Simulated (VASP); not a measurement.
Given:

```
CELL_PARAMETERS angstrom
     -1.60297     1.60297     1.60297
      1.60297    -1.60297     1.60297
      1.60297     1.60297    -1.60297
ATOMIC_POSITIONS crystal
  Mo 0.00000 0.00000 0.00000
```

Computed with revTPSS meta-GGA, VASP's PBE PAW potentials (set 64) (plane waves; VASP). Numerical set-up: 520 eV cut-off, 16×16×16 Γ-centred mesh, first-order Methfessel-Paxton smearing of 0.10 eV, potentials Mo_sv.

Question: Give the stress tensor in GPa (positive for a compressed cell).

Answer: 
```
-14.88    0.00    0.00
  0.00  -14.88    0.00
  0.00    0.00  -14.88
```
The pressure is its mean diagonal, -14.88 GPa.

The compound is Mo in the bcc structure. This cell is one point of a volume scan, at 1.06 of the reference volume.
